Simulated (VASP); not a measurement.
Given:

```yaml
crystal:
  lattice:
    - [0.00000, 2.19160, 2.19160]
    - [2.19160, 0.00000, 2.19160]
    - [2.19160, 2.19160, 0.00000]
  atoms:
    - { symbol: Al, position: [0.00000, 0.00000, 0.00000] }
    - { symbol: N, position: [0.25000, 0.25000, 0.25000] }
```

Level of theory: revTPSS meta-GGA, VASP's PBE PAW potentials (set 64) (plane waves; VASP). Numerical set-up: 520 eV cut-off, 12×12×12 Γ-centred mesh, tetrahedra with Blöchl corrections, potentials Al N.

Task: What does the run give for the energy per atom (σ→0), band gap (over mesh and band path) with the smallest direct gap where there is one?

Result: 
* **band gap (over mesh and band path)**: 3.22 eV
* **smallest direct gap (over mesh and band path)**: 4.08 eV
* **energy per atom (σ→0)**: -8.939 eV/atom

Only differences to runs with the same potentials and settings are physical.

The compound is AlN in the zinc blende structure, a metastable form; wurtzite is the usual one. It was relaxed first.
